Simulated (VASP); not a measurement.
```xyz
2
Lattice="4.0477 0.0000 0.0000 0.0000 4.0477 0.0000 0.0000 0.0000 4.0477" Properties=species:S:1:pos:R:3 pbc="T T T"
Tl     0.0000     0.0000     0.0000
Br     2.0238     2.0238     2.0238
```

The numbers are results of PBE GGA, VASP's PBE PAW potentials (set 64) (plane waves; VASP), not measurements. Run with 520 eV cut-off, Gaussian smearing of 0.050 eV, potentials Tl_d Br.

Unless said otherwise, spin-orbit coupling is left out, though it shifts the bands of the heavy elements here.

Predict the band gap (along the path) with the smallest direct gap where there is one.

| Quantity | Result |
|---|---|
| band gap (along the path) | 1.99 eV |
| smallest direct gap (along the path) | 1.99 eV |

Only differences to runs with the same potentials and settings are physical.

The compound is TlBr in the CsCl type structure. It was relaxed first.
